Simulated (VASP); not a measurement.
## NiO (relaxed from the CsCl structure, space group Pm-3m): computed properties

Method: r2SCAN meta-GGA, VASP's PBE PAW potentials (set 64) (plane waves; VASP).

```
Item                                                                                                       Value
----------------------------------  ----------------------------------------------------------------------------
space group                                                                                          Pm-3m (221)
cell                                a = 2.5875 Å, b = 2.5875 Å, c = 2.5875 Å, α = 90.00°, β = 90.00°, γ = 90.00°
volume per atom                                                                                     8.66 Å³/atom
band gap (over mesh and band path)                                      none (metal, semimetal or under 0.01 eV)
cell moment                                                                                             -2.00 μB
density                                                                                               7.16 g/cm³
```

```yaml
crystal:
  lattice:
    - [2.58748, 0.00000, 0.00000]
    - [0.00000, 2.58748, 0.00000]
    - [0.00000, 0.00000, 2.58748]
  atoms:
    - { symbol: Ni, position: [0.00000, 0.00000, 0.00000], spin: -1.5 }
    - { symbol: O, position: [0.50000, 0.50000, 0.50000], spin: -0.5 }
```

The structure was generated: NiO was put into the CsCl type (Pm-3m), which need not be its known phase. It was relaxed first, which changed the volume by +17 %. Symmetry was kept, so distortions that lower it aren't found.
